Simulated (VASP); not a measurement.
Wanted: the native input for a VASP 6.6.1 run.

```yaml
Task: single point
Functional: PBE
Potentials_or_basis: VASP PAW PBE potentials, release 64 (Be, Ni)
Cutoff: 520 eV
k_mesh: 9 × 9 × 7
Occupations: fermi-dirac, width 0.05 eV
Spin: collinear spin, ferromagnetic start
Starting_moments: "[0.0, 0.0, 0.0, 0.0, 1.0] μB"
Further_INCAR_settings: ALGO = Normal; EDIFF = 1e-07; NBANDS = 21
```

The structure of Be4Ni lies in POSCAR:

```
Be4Ni
1.0
    3.5422415200      0.0000000000      0.0000000000
   -1.7711207600      3.0676711400      0.0000000000
    0.0000000000      0.0000000000      3.7286888500
Be Ni
4 1
Direct
    0.5000000000      0.0000000000      0.5000000000
    0.0000000000      0.5000000000      0.5000000000
    0.5000000000      0.5000000000      0.5000000000
    0.0000000000      0.0000000000      0.0000000000
    0.0000000000      0.0000000000      0.5000000000
```

The cell was built by a generator and needn't be a form met in nature.

The input as run:

INCAR

```
PREC = Accurate
ENCUT = 520
EDIFF = 1E-7
ISMEAR = -1
SIGMA = 0.05
LREAL = False
LASPH = True
NELM = 120
ALGO = Normal
ISIF = 2
LWAVE = False
LCHARG = False
ISPIN = 2
MAGMOM = 0 0 0 0 1
LORBIT = 11
LMAXMIX = 4
GGA = PE
NBANDS = 21
```

KPOINTS

```
Automatic mesh
0
Gamma
  9 9 7
```

Potentials or basis: VASP PAW PBE potentials, release 64 (Be, Ni).

Run with:

```console
$ cat potpaw_PBE.64/Be/POTCAR potpaw_PBE.64/Ni/POTCAR > POTCAR
$ mpirun -np 1 vasp_std > vasp.out
```

Results of the run:

* Pressure: 104.7 GPa
* Band gap on the k mesh: none (metal or under the smearing width)
* Net moment: 0.00 μB per cell
* Valence electrons inside the program's atomic spheres: Be 1.89, 1.15; Ni 10.92

Caveat: a pressure of tens of GPa on the cell as given is suspect, and the run, the potentials or the cell itself is likely at fault.

Wall time 35 s on 1 thread of Intel(R) Xeon(R) 6975P-C (Granite Rapids), with other jobs on the host, peak memory 0.21 GiB.
